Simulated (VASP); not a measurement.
# WF (R3m) in VASP: settings compared

The runs below take WF through band structure, with revPBE, BLYP, AM05, PW91, r2SCAN.

Everything below comes from runs of VASP 6.6.1. Logs are shortened: lines on timing, memory, paths and dates and some standing lists are left out, and cuts for length are marked.

### Step 1. The crystal as given

It takes space group R3m (No. 160, trigonal). Conventional cell: a = 2.732 Å, b = 2.732 Å, c = 15.209 Å, α = 90.00°, β = 90.00°, γ = 120.00°. W (site symmetry 3m) is surrounded by 1 F at 1.87 Å. F (site symmetry 3m) is surrounded by 1 W at 1.87 Å.

The cell was built by a generator and needn't be a form met in nature.

### Step 2. Band structure, revPBE

Contents of POSCAR:

```
WF
1.0
    1.3658900000      0.7886000000      5.0696000000
   -1.3658900000      0.7886000000      5.0696000000
    0.0000000000     -1.5771900000      5.0696000000
W F
1 1
Direct
    0.8141200000      0.8141200000      0.8141200000
    0.9371200000      0.9371200000      0.9371200000
```

Contents of INCAR.step1:

```
SYSTEM = WF
  PREC = Accurate
  ENCUT = 520
  EDIFF = 1E-6
  ISMEAR = -1
  SIGMA = 0.05
  LREAL = .FALSE.
  LASPH = .TRUE.
  NELM = 60
  ALGO = Normal
  ISIF = 2
  LWAVE = .FALSE.
  LCHARG = .TRUE.
  LMAXMIX = 4
  GGA = RE
  NBANDS = 18
```

Contents of KPOINTS.step1:

```
Automatic mesh
0
G
  11 11 11
  0 0 0
```

Contents of INCAR.step2:

```
SYSTEM = WF
  PREC = Accurate
  ENCUT = 520
  EDIFF = 1E-6
  ISMEAR = 0
  SIGMA = 0.05
  LREAL = .FALSE.
  LASPH = .TRUE.
  NELM = 60
  ALGO = Normal
  ISIF = 2
  LWAVE = .FALSE.
  LCHARG = .FALSE.
  LMAXMIX = 4
  GGA = RE
  NBANDS = 18
  ICHARG = 11
```

Contents of KPOINTS.step2:

```
path GLB1,BZGX,QFP1Z,LP
15
line-mode
reciprocal
 0.0000000000  0.0000000000  0.0000000000  G
 0.5000000000  0.0000000000  0.0000000000  L

 0.5000000000  0.0000000000  0.0000000000  L
 0.5000000000  0.1827980402 -0.1827980402  B1

 0.8172019598  0.5000000000  0.1827980402  B
 0.5000000000  0.5000000000  0.5000000000  Z

 0.5000000000  0.5000000000  0.5000000000  Z
 0.0000000000  0.0000000000  0.0000000000  G

 0.0000000000  0.0000000000  0.0000000000  G
 0.3413990201  0.0000000000 -0.3413990201  X

 0.6586009799  0.3413990201  0.0000000000  Q
 0.5000000000  0.5000000000  0.0000000000  F

 0.5000000000  0.5000000000  0.0000000000  F
 0.6586009799  0.6586009799  0.1827980402  P1

 0.6586009799  0.6586009799  0.1827980402  P1
 0.5000000000  0.5000000000  0.5000000000  Z

 0.5000000000  0.0000000000  0.0000000000  L
 0.8172019598  0.3413990201  0.3413990201  P
```

Potentials or basis: VASP PAW PBE potentials, release 64 (W_sv, F).

Launch:

```bash
$ cat potpaw_PBE.64/W_sv/POTCAR potpaw_PBE.64/F/POTCAR > POTCAR
$ cp INCAR.step1 INCAR
$ cp KPOINTS.step1 KPOINTS
$ mpirun -np 1 vasp_std > vasp.out
$ cp INCAR.step2 INCAR
$ cp KPOINTS.step2 KPOINTS
$ mpirun -np 1 vasp_std > vasp.out
```

OUTCAR:

```text
SYSTEM = WF
   PREC = Accurate
   ENCUT = 520
   EDIFF = 1E-6
   ISMEAR = 0
   LREAL = .FALSE.
   LASPH = .TRUE.
   NELM = 60
   ISIF = 2
   GGA = RE
   ICHARG = 11

 ion  position               nearest neighbor table
   1  0.814  0.814  0.814-   2 1.87
   2  0.937  0.937  0.937-   1 1.87

  LATTYP: Found a trigonal (rhomboedric) cell.
 ALAT       =     5.3092739251
 COS(alpha) =     0.8676295086

  Lattice vectors:

 A1 = (   1.3658900000,   0.7886000000,   5.0696000000)
 A2 = (  -1.3658900000,   0.7886000000,   5.0696000000)
 A3 = (   0.0000000000,  -1.5771900000,   5.0696000000)

Analysis of symmetry for initial positions (statically):
=====================================================================
 Subroutine PRICEL returns:
 Original cell was already a primitive cell.

 Routine SETGRP: Setting up the symmetry group for a
 trigonal (rhombohedral) supercell.

 Subroutine GETGRP returns: Found  6 space group operations
 (whereof  6 operations were pure point group operations)
 out of a pool of 12 trial point group operations.

The static configuration has the point symmetry C_3v.

Analysis of symmetry for dynamics (positions and initial velocities):
=====================================================================
 Subroutine PRICEL returns:
 Original cell was already a primitive cell.

 Routine SETGRP: Setting up the symmetry group for a
 trigonal (rhombohedral) supercell.

 Subroutine GETGRP returns: Found  6 space group operations
 (whereof  6 operations were pure point group operations)
 out of a pool of 12 trial point group operations.

The dynamic configuration has the point symmetry C_3v.

 Subroutine INISYM returns: Found  6 space group operations
 (whereof  6 operations are pure point group operations),
 and found     1 'primitive' translations

----------------------------------------------------------------------------------------

                                     Primitive cell

  volume of cell :      32.7639

  direct lattice vectors                    reciprocal lattice vectors
     1.365890000  0.788600000  5.069600000     0.366061689  0.211345893  0.065751268
    -1.365890000  0.788600000  5.069600000    -0.366061689  0.211345893  0.065751268
     0.000000000 -1.577190000  5.069600000     0.000000000 -0.422691786  0.065751685

  length of vectors
[... 73 lines left out ...]
   ENCUT  =  520.0 eV  38.22 Ry    6.18 a.u.   9.87  9.87  9.87*2*pi/ulx,y,z
   NELM   =     60;   NELMIN=  2; NELMDL=  0     # of ELM steps
   EDIFF  = 0.1E-05   stopping-criterion for ELM
   LREAL  =      F    real-space projection
   EDIFFG = 0.1E-04   stopping-criterion for IOM
   NSW    =      0    number of steps for IOM
   IBRION =     -1    ionic relax: 0-MD 1-quasi-New 2-CG
   NFREE  =      0    steps in history (QN), initial steepest desc. (CG)
   ISIF   =      2    stress and relaxation
   ISYM   =      2    0-nonsym 1-usesym 2-fastsym
   POTIM  = 0.5000    time-step for ionic-motion
   TEBEG  =    0.0;   TEEND  =   0.0 temperature during run
   PSTRESS=    0.0 pullay stress
   NELECT =      21.0000    total number of electrons
   NUPDOWN=      -1.0000    fix difference up-down
   EMIN   =  10.00;   EMAX   =-10.00  energy-range for DOS
   EFERMI =   0.00;   METHOD = LEGACY
   ISMEAR =     0;   SIGMA  =   0.05  broadening in eV -4-tet -1-fermi 0-gaus
   EFERMI_NEDOS =   21; number of points for ismear=-14 and -15
   IALGO  =     38    algorithm
   IMIX   =      4    mixing-type and parameters
     AMIX     =   0.40;   BMIX     =  1.00
     AMIX_MAG =   1.60;   BMIX_MAG =  1.00
  volume/ion in A,a.u.               =      16.38       110.55
  Fermi-wavevector in a.u.,A,eV,Ry     =   1.411506  2.667360 27.107556  1.992349
  Thomas-Fermi vector in A             =   2.533350
   LORBIT       =      0    0 simple, 1 ext, 2 COOP (PROOUT), +10 PAW based schemes
   GGA     = RE    functional components
   LHFCALC =     F    Hartree Fock is set to
   AEXX    =    0.0000 exact exchange contribution
   IVDW    =     0    specifies the selected vdW correction
   LEPSILON=     F    determine dielectric tensor
   LRPA    =     F    only Hartree local field effects (RPA)
 non-spin polarized calculation
 Gauss-broadening in eV      SIGMA  =   0.05
  energy-cutoff  :      520.00
  volume of cell :       32.76
 maximum number of plane-waves:       895
 NGX is ok and might be reduce to    40

 number of electron      21.0000005 magnetization

 Free energy of the ion-electron system (eV)
  ---------------------------------------------------
  ext. energy  EPLUGINS =         0.00000000
  ---------------------------------------------------
  free energy    TOTEN  =       -15.45357999 eV

  energy without entropy =      -15.45134608  energy(sigma->0) =      -15.45246303

 E-fermi :   4.7128     XC(G=0): -10.4789

 val. band max:        4.7021990677   @ k =   0.1429   0.1429   0.1429
 cond. band min:       4.7225909713   @ k =   0.5000   0.1697  -0.1697
 fundamental gap:      0.0203919036
 Fermi energy:         4.7127594556

 k-point     1 :       0.0000    0.0000    0.0000
  band No.  band energies     occupation
      1     -69.4423      2.00000
      2     -34.1495      2.00000
      3     -32.8263      2.00000
      4     -32.8263      2.00000
      5     -19.5283      2.00000
      6      -1.9610      2.00000
[... 481 lines left out ...]
      5     -19.0155      2.00000
      6      -1.6735      2.00000
[... 10 lines left out ...]
     17      18.4229      0.00000
     18      19.8580      0.00000

 [... further k-points ...]

------------------------ aborting loop because EDIFF is reached ----------------------------------------

  FORCE on cell =-STRESS in cart. coord.  units (eV):
  Direction    XX          YY          ZZ          XY          YZ          ZX
  --------------------------------------------------------------------------------------
  -------------------------------------------------------------------------------------
  Total        1.2111135      1.2111126      4.7856336      0.0000000      0.0000031      0.0000000
  in kB       59.2242823     59.2242383    234.0207768      0.0000000      0.0001539      0.0000000
  external PRESSURE =     117.4897658 kB  Pullay stress =       0.0000000 kB

 VOLUME and BASIS-vectors are now :
 -----------------------------------------------------------------------------
  energy-cutoff  :      520.00
  volume of cell :       32.76
      direct lattice vectors                 reciprocal lattice vectors
     1.365890000  0.788600000  5.069600000     0.366061689  0.211345893  0.065751268
    -1.365890000  0.788600000  5.069600000    -0.366061689  0.211345893  0.065751268
     0.000000000 -1.577190000  5.069600000     0.000000000 -0.422691786  0.065751685

 POSITION                                       TOTAL-FORCE (eV/Angst)
 -----------------------------------------------------------------------------------
      0.00000      0.00001     12.38179         0.000000     -0.000000     -0.339688
      0.00000      0.00001     14.25247         0.000000      0.000000      0.339688
 -----------------------------------------------------------------------------------
    total drift:                               -0.000000      0.000016      0.122885

  FREE ENERGIE OF THE ION-ELECTRON SYSTEM (eV)
  ---------------------------------------------------
  free  energy   TOTEN  =       -15.4535799862 eV

  energy  without entropy=      -15.4513460820  energy(sigma->0) =      -15.45246303
```

OSZICAR.step1:

```text
N       E                     dE             d eps       ncg     rms          rms(c)
DAV:   1     0.193577967762E+03    0.19358E+03   -0.12705E+04  5280   0.122E+03
DAV:   2    -0.980291825808E+01   -0.20338E+03   -0.19813E+03  5980   0.374E+02
DAV:   3    -0.163995654166E+02   -0.65966E+01   -0.65602E+01  5932   0.688E+01
DAV:   4    -0.164542561671E+02   -0.54691E-01   -0.54683E-01  6006   0.674E+00
DAV:   5    -0.164549811610E+02   -0.72499E-03   -0.72499E-03  5764   0.714E-01    0.215E+01
DAV:   6    -0.153205536494E+02    0.11344E+01   -0.30070E+00  6072   0.178E+01    0.896E+00
DAV:   7    -0.151944504087E+02    0.12610E+00   -0.61103E-01  5856   0.653E+00    0.436E+00
DAV:   8    -0.151536892255E+02    0.40761E-01   -0.12144E-01  6088   0.365E+00    0.485E-01
DAV:   9    -0.151540188363E+02   -0.32961E-03   -0.90432E-03  5600   0.932E-01    0.213E-01
DAV:  10    -0.151545313307E+02   -0.51249E-03   -0.72625E-04  5692   0.225E-01    0.380E-02
DAV:  11    -0.151546409722E+02   -0.10964E-03   -0.18815E-04  6002   0.111E-01    0.345E-02
DAV:  12    -0.151546564639E+02   -0.15492E-04   -0.44334E-05  5552   0.554E-02    0.190E-02
DAV:  13    -0.151546543334E+02    0.21305E-05   -0.51092E-06  6254   0.221E-02    0.535E-03
DAV:  14    -0.151546547171E+02   -0.38368E-06   -0.14568E-06  5334   0.913E-03
   1 F= -.15154655E+02 E0= -.15149489E+02  d E =-.103312E-01
```

Wall time 2.2 min (1 thread of Intel Xeon 6975P-C (Granite Rapids), shared host); peak memory 0.29 GiB.

Results:

* Band gap along the path: none (metal or under the smearing width)

Levels at the corners of the path, in eV from the Fermi level:
```csv
point,band 7,band 8,band 9,band 10,band 11,band 12,band 13,band 14
Γ,-6.54,-4.03,-4.03,-0.24,-0.18,-0.18,3.66,3.66
L,-6.15,-4.63,-4.53,-1.62,2.59,3.33,3.97,6.02
L,-6.15,-4.63,-4.53,-1.62,2.59,3.33,3.97,6.02
B1,-6.05,-5.77,-1.32,-0.90,-0.06,0.07,4.07,8.39
B,-6.05,-5.77,-1.32,-0.90,-0.06,0.07,4.07,8.39
Z,-6.30,-4.02,-4.02,-0.18,-0.18,0.97,3.63,3.63
Z,-6.30,-4.02,-4.02,-0.18,-0.18,0.97,3.63,3.63
Γ,-6.54,-4.03,-4.03,-0.24,-0.18,-0.18,3.66,3.66
Γ,-6.54,-4.03,-4.03,-0.24,-0.18,-0.18,3.66,3.66
X,-6.03,-5.83,-1.21,-0.94,-0.03,-0.02,4.04,8.35
Q,-6.03,-5.83,-1.21,-0.94,-0.03,-0.02,4.04,8.35
F,-6.28,-4.63,-4.50,-1.38,2.48,3.48,4.15,6.02
F,-6.28,-4.63,-4.50,-1.38,2.48,3.48,4.15,6.02
P1,-6.25,-4.62,-4.51,-1.43,2.51,3.52,3.93,5.96
P1,-6.25,-4.62,-4.51,-1.43,2.51,3.52,3.93,5.96
Z,-6.30,-4.02,-4.02,-0.18,-0.18,0.97,3.63,3.63
L,-6.15,-4.63,-4.53,-1.62,2.59,3.33,3.97,6.02
P,-6.25,-4.62,-4.51,-1.43,2.51,3.52,3.93,5.96
```

Caveat: the log is that of the step along the path at fixed density, whose energy, stress, charges and moments have no meaning; the PAW data sets were made with another functional, which shifts forces and pressure a little; spin-orbit coupling is left out, which moves the levels of the heavy elements; an odd number of electrons without spin polarisation forces a metal; a magnetic or distorted state may lie lower.

### Step 3. Band structure, BLYP

POSCAR is that of step 2.

INCAR.step1, as its differences from that of step 2:

```diff
@@ -14,3 +14,7 @@
   LMAXMIX = 4
-  GGA = RE
+  GGA = B5
+  ALDAX = 1.0
+  AGGAX = 1.0
+  AGGAC = 1.0
+  ALDAC = 0.0
   NBANDS = 18
```

KPOINTS.step1 is that of step 2.

INCAR.step2, as its differences from that of step 2:

```diff
@@ -14,3 +14,7 @@
   LMAXMIX = 4
-  GGA = RE
+  GGA = B5
+  ALDAX = 1.0
+  AGGAX = 1.0
+  AGGAC = 1.0
+  ALDAC = 0.0
   NBANDS = 18
```

KPOINTS.step2 is that of step 2.

Potentials or basis: VASP PAW PBE potentials, release 64 (W_sv, F).

Launch:

```bash
$ cat potpaw_PBE.64/W_sv/POTCAR potpaw_PBE.64/F/POTCAR > POTCAR
$ cp INCAR.step1 INCAR
$ cp KPOINTS.step1 KPOINTS
$ mpirun -np 1 vasp_std > vasp.out
$ cp INCAR.step2 INCAR
$ cp KPOINTS.step2 KPOINTS
$ mpirun -np 1 vasp_std > vasp.out
```

It took 2.7 min on 1 thread of Intel Xeon 6975P-C (Granite Rapids), shared host; peak memory 0.29 GiB.

The run converged. Its results:

```
Band gap along the path : none (metal or under the smearing width)
```

Levels at the corners of the path, in eV from the Fermi level:
```csv
point,band 8,band 9,band 10,band 11,band 12,band 13
Γ,-4.14,-4.14,-0.27,-0.23,-0.23,3.58
L,-4.64,-4.60,-1.64,2.51,3.24,4.17
L,-4.64,-4.60,-1.64,2.51,3.24,4.17
B1,-5.88,-1.26,-0.85,-0.07,0.03,3.92
B,-5.88,-1.26,-0.85,-0.07,0.03,3.92
Z,-4.13,-4.13,-0.23,-0.23,1.00,3.54
Z,-4.13,-4.13,-0.23,-0.23,1.00,3.54
Γ,-4.14,-4.14,-0.27,-0.23,-0.23,3.58
Γ,-4.14,-4.14,-0.27,-0.23,-0.23,3.58
X,-5.94,-1.15,-0.89,-0.06,-0.04,3.89
Q,-5.94,-1.15,-0.89,-0.06,-0.04,3.89
F,-4.62,-4.60,-1.40,2.41,3.57,4.18
F,-4.62,-4.60,-1.40,2.41,3.57,4.18
P1,-4.62,-4.59,-1.45,2.44,3.63,3.92
P1,-4.62,-4.59,-1.45,2.44,3.63,3.92
Z,-4.13,-4.13,-0.23,-0.23,1.00,3.54
L,-4.64,-4.60,-1.64,2.51,3.24,4.17
P,-4.62,-4.59,-1.45,2.44,3.63,3.92
```

Caveat: the log is that of the step along the path at fixed density, whose energy, stress, charges and moments have no meaning; the PAW data sets were made with another functional, which shifts forces and pressure a little; spin-orbit coupling is left out, which moves the levels of the heavy elements; an odd number of electrons without spin polarisation forces a metal; a magnetic or distorted state may lie lower.

### Step 4. Band structure, AM05

POSCAR is that of step 3.

INCAR.step1, as its differences from that of step 3:

```diff
@@ -14,7 +14,3 @@
   LMAXMIX = 4
-  GGA = B5
-  ALDAX = 1.0
-  AGGAX = 1.0
-  AGGAC = 1.0
-  ALDAC = 0.0
+  GGA = AM
   NBANDS = 18
```

KPOINTS.step1 is that of step 3.

INCAR.step2, as its differences from that of step 3:

```diff
@@ -14,7 +14,3 @@
   LMAXMIX = 4
-  GGA = B5
-  ALDAX = 1.0
-  AGGAX = 1.0
-  AGGAC = 1.0
-  ALDAC = 0.0
+  GGA = AM
   NBANDS = 18
```

KPOINTS.step2 is that of step 3.

Launch:

```bash
$ cat potpaw_PBE.64/W_sv/POTCAR potpaw_PBE.64/F/POTCAR > POTCAR
$ cp INCAR.step1 INCAR
$ cp KPOINTS.step1 KPOINTS
$ mpirun -np 1 vasp_std > vasp.out
$ cp INCAR.step2 INCAR
$ cp KPOINTS.step2 KPOINTS
$ mpirun -np 1 vasp_std > vasp.out
```

It took 2.4 min on 1 thread of Intel Xeon 6975P-C (Granite Rapids), shared host; peak memory 0.29 GiB.

Results (log left out):

```yaml
Band_gap_along_the_path: none (metal or under the smearing width)
```

Levels at the corners of the path, in eV from the Fermi level:
| point | band 6 | band 7 | band 8 | band 9 | band 10 | band 11 | band 12 | band 13 | band 14 | band 15 |
| --- | --- | --- | --- | --- | --- | --- | --- | --- | --- | --- |
| Γ | -6.68 | -6.54 | -3.99 | -3.99 | -0.28 | -0.17 | -0.17 | 3.66 | 3.66 | 5.99 |
| L | -6.77 | -6.15 | -4.62 | -4.50 | -1.61 | 2.59 | 3.29 | 3.97 | 6.04 | 9.63 |
| L | -6.77 | -6.15 | -4.62 | -4.50 | -1.61 | 2.59 | 3.29 | 3.97 | 6.04 | 9.63 |
| B1 | -6.19 | -6.06 | -5.78 | -1.29 | -0.87 | -0.05 | 0.07 | 4.03 | 8.36 | 10.49 |
| B | -6.19 | -6.06 | -5.78 | -1.29 | -0.87 | -0.05 | 0.07 | 4.03 | 8.36 | 10.49 |
| Z | -7.43 | -6.29 | -3.98 | -3.98 | -0.17 | -0.17 | 0.95 | 3.62 | 3.62 | 5.52 |
| Z | -7.43 | -6.29 | -3.98 | -3.98 | -0.17 | -0.17 | 0.95 | 3.62 | 3.62 | 5.52 |
| Γ | -6.68 | -6.54 | -3.99 | -3.99 | -0.28 | -0.17 | -0.17 | 3.66 | 3.66 | 5.99 |
| Γ | -6.68 | -6.54 | -3.99 | -3.99 | -0.28 | -0.17 | -0.17 | 3.66 | 3.66 | 5.99 |
| X | -6.15 | -6.04 | -5.84 | -1.18 | -0.91 | -0.03 | -0.01 | 4.00 | 8.31 | 10.74 |
| Q | -6.15 | -6.04 | -5.84 | -1.18 | -0.91 | -0.03 | -0.01 | 4.00 | 8.31 | 10.74 |
| F | -6.84 | -6.28 | -4.61 | -4.47 | -1.36 | 2.48 | 3.47 | 4.13 | 6.04 | 9.20 |
| F | -6.84 | -6.28 | -4.61 | -4.47 | -1.36 | 2.48 | 3.47 | 4.13 | 6.04 | 9.20 |
| P1 | -6.82 | -6.26 | -4.61 | -4.48 | -1.41 | 2.51 | 3.52 | 3.89 | 5.98 | 9.37 |
| P1 | -6.82 | -6.26 | -4.61 | -4.48 | -1.41 | 2.51 | 3.52 | 3.89 | 5.98 | 9.37 |
| Z | -7.43 | -6.29 | -3.98 | -3.98 | -0.17 | -0.17 | 0.95 | 3.62 | 3.62 | 5.52 |
| L | -6.77 | -6.15 | -4.62 | -4.50 | -1.61 | 2.59 | 3.29 | 3.97 | 6.04 | 9.63 |
| P | -6.82 | -6.26 | -4.61 | -4.48 | -1.41 | 2.51 | 3.52 | 3.89 | 5.98 | 9.37 |

Caveat: the log is that of the step along the path at fixed density, whose energy, stress, charges and moments have no meaning; the PAW data sets were made with another functional, which shifts forces and pressure a little; spin-orbit coupling is left out, which moves the levels of the heavy elements; an odd number of electrons without spin polarisation forces a metal; a magnetic or distorted state may lie lower.

[end of part 1 of 2]
